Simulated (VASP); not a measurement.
Level of theory: PBE GGA, VASP's PBE PAW potentials (set 64) (plane waves; VASP).

Input for VASP

**INCAR**
```
SYSTEM = AlN
PREC = Accurate
ENCUT = 520
EDIFF = 1E-6
NELM = 100
ALGO = Normal
LREAL = .FALSE.
LASPH = .TRUE.
ISMEAR = 0
SIGMA = 0.05
GGA = PE
LWAVE = .TRUE.
LCHARG = .FALSE.
```

File KPOINTS:
```
kpoints
0
G
 8 8 4
```

**POSCAR**
```
AlN
1
    1.5647520561    -2.7102300566     0.0000000000
    1.5647520561     2.7102300566     0.0000000000
    0.0000000000     0.0000000000     5.0149330207
Al N
2 2
Direct
  0.6666670000   0.3333330000   0.5001241754
  0.3333330000   0.6666670000   0.0001241754
  0.6666670000   0.3333330000   0.8818758246
  0.3333330000   0.6666670000   0.3818758246
```

POTCAR, in this order: Al N (PBE.64 set). Program: vasp_std.

The run wrote:

OUTCAR:
```
 ion  position               nearest neighbor table
   1  0.667  0.333  0.500-   4 1.90   4 1.90   4 1.90   3 1.91   2 3.09   2 3.09   2 3.09   2 3.09
                             2 3.09   2 3.09
   2  0.333  0.667  0.000-   3 1.90   3 1.90   3 1.90   4 1.91   1 3.09   1 3.09   1 3.09   1 3.09
                             1 3.09   1 3.09
   3  0.667  0.333  0.882-   2 1.90   2 1.90   2 1.90   1 1.91
   4  0.333  0.667  0.382-   1 1.90   1 1.90   1 1.90   2 1.91
  LATTYP: Found a hexagonal cell.
 ALAT       =     3.1295041072
 C/A-ratio  =     1.6024689053
 Subroutine PRICEL returns:
 Original cell was already a primitive cell.
 Subroutine GETGRP returns: Found 12 space group operations
The static configuration has the point symmetry C_3v.
 The point group associated with its full space group is C_6v.
The dynamic configuration has the point symmetry C_3v.
 Subroutine INISYM returns: Found 12 space group operations
 Subroutine IBZKPT returns following result:
 Found     30 irreducible k-points:

 Following reciprocal coordinates:
            Coordinates               Weight
  0.000000  0.000000  0.000000      1.000000
  0.125000 -0.000000  0.000000      6.000000
  0.250000 -0.000000  0.000000      6.000000
  0.375000 -0.000000  0.000000      6.000000
  0.500000 -0.000000  0.000000      3.000000
  0.125000  0.125000  0.000000      6.000000
  0.250000  0.125000  0.000000     12.000000
  0.375000  0.125000  0.000000     12.000000
  0.250000  0.250000  0.000000      6.000000
  0.375000  0.250000  0.000000      6.000000
  0.000000  0.000000  0.250000      2.000000
  0.125000 -0.000000  0.250000     12.000000
  0.250000 -0.000000  0.250000     12.000000
  0.375000 -0.000000  0.250000     12.000000
  0.500000 -0.000000  0.250000      6.000000
  0.125000  0.125000  0.250000     12.000000
  0.250000  0.125000  0.250000     24.000000
  0.375000  0.125000  0.250000     24.000000
...
```

### OSZICAR
```
       N       E                     dE             d eps       ncg     rms          rms(c)
DAV:   1     0.551247758996E+02    0.55125E+02   -0.76650E+03   720   0.120E+03
DAV:   2    -0.300233763021E+02   -0.85148E+02   -0.78427E+02  1108   0.225E+02
DAV:   3    -0.344212841024E+02   -0.43979E+01   -0.43768E+01   948   0.538E+01
DAV:   4    -0.344599873556E+02   -0.38703E-01   -0.38692E-01   828   0.594E+00
DAV:   5    -0.344605391561E+02   -0.55180E-03   -0.55177E-03   924   0.723E-01    0.121E+01
DAV:   6    -0.297750956653E+02    0.46854E+01   -0.17032E+01   868   0.314E+01    0.421E+00
DAV:   7    -0.297914783853E+02   -0.16383E-01   -0.61603E-01   780   0.627E+00    0.287E+00
DAV:   8    -0.297846229370E+02    0.68554E-02   -0.76625E-02   800   0.293E+00    0.485E-01
DAV:   9    -0.297799566278E+02    0.46663E-02   -0.19845E-02   904   0.105E+00    0.242E-01
DAV:  10    -0.297805185233E+02   -0.56190E-03   -0.23037E-03   816   0.367E-01    0.128E-01
DAV:  11    -0.297804501482E+02    0.68375E-04   -0.20467E-04   868   0.115E-01    0.329E-02
DAV:  12    -0.297804520503E+02   -0.19022E-05   -0.83715E-06   764   0.297E-02    0.919E-03
DAV:  13    -0.297804517554E+02    0.29497E-06   -0.58906E-06   872   0.180E-02
   1 F= -.29780452E+02 E0= -.29780452E+02  d E =-.103000E-16
```

### OUTCAR
```
------------------------ aborting loop because EDIFF is reached ----------------------------------------
  FORCE on cell =-STRESS in cart. coord.  units (eV):
  Direction    XX          YY          ZZ          XY          YZ          ZX
  --------------------------------------------------------------------------------------
  Total       -0.0183800     -0.0183800     -0.0027492      0.0000000     -0.0000000      0.0000000
  in kB       -0.6923232     -0.6923232     -0.1035554      0.0000000     -0.0000000      0.0000000
  external PRESSURE =      -0.4960673 kB  Pullay stress =       0.0000000 kB
  volume of cell :       42.54
      direct lattice vectors                 reciprocal lattice vectors
     1.564752056 -2.710230057  0.000000000     0.319539443 -0.184486184  0.000000000
     1.564752056  2.710230057  0.000000000     0.319539443  0.184486184  0.000000000
     0.000000000  0.000000000  5.014933021     0.000000000  0.000000000  0.199404458
  FREE ENERGIE OF THE ION-ELECTRON SYSTEM (eV)
  ---------------------------------------------------
  free  energy   TOTEN  =       -29.7804517554 eV

  energy  without entropy=      -29.7804517554  energy(sigma->0) =      -29.78045176
```
(Selected blocks of OUTCAR.)

The compound is AlN in the wurtzite structure. It was relaxed first.
